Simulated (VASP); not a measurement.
Here is the system:

```yaml
crystal:
  lattice:
    - [1.56451, -2.70982, 0.00000]
    - [1.56451, 2.70982, 0.00000]
    - [0.00000, 0.00000, 5.01045]
  atoms:
    - { symbol: Al, position: [0.66667, 0.33333, 0.50006] }
    - { symbol: Al, position: [0.33333, 0.66667, 0.00006] }
    - { symbol: N, position: [0.66667, 0.33333, 0.88194] }
    - { symbol: N, position: [0.33333, 0.66667, 0.38194] }
```

Computed with PW91 GGA, VASP's PBE PAW potentials (set 64) (plane waves; VASP). Settings: 520 eV cut-off, Gaussian smearing of 0.050 eV, potentials Al N.

Question: Give the energies of bands 3 to 11 at the high-symmetry points, in eV from the valence-band maximum.

Answer: 
| band | Γ | M | K | A | L | H |
|---|---|---|---|---|---|---|
| 3 | -5.90 | -5.38 | -4.73 | -3.29 | -5.52 | -4.78 |
| 4 | -0.86 | -4.12 | -3.75 | -3.29 | -5.52 | -4.78 |
| 5 | -0.86 | -3.30 | -3.75 | -0.55 | -1.45 | -3.79 |
| 6 | -0.21 | -2.07 | -2.42 | -0.55 | -1.45 | -3.79 |
| 7 | -0.21 | -1.75 | -2.35 | -0.55 | -1.35 | -0.79 |
| 8 | 0.00 | -0.69 | -2.35 | -0.55 | -1.35 | -0.79 |
| 9 | 4.09 | 5.78 | 5.07 | 6.34 | 5.27 | 7.38 |
| 10 | 6.53 | 5.79 | 8.29 | 6.34 | 5.27 | 7.38 |
| 11 | 10.48 | 8.05 | 9.57 | 10.19 | 9.16 | 7.74 |

The gap is direct, 4.09 eV, from the valence maximum at Γ to the conduction minimum at Γ.

Measured: gap 6.51 eV (computed value off by -2.42 eV), as given by Martin Feneberg et al., Physical Review B (2010), doi:10.1103/physrevb.82.075208 [zero-point renormalisation of 0.417 eV (from the measured temperature dependence, row gaps:miglio2020:AlN_wz:gap_zpr, arXiv:2011.12765) added back].

The compound is AlN in the wurtzite structure. It was relaxed first.
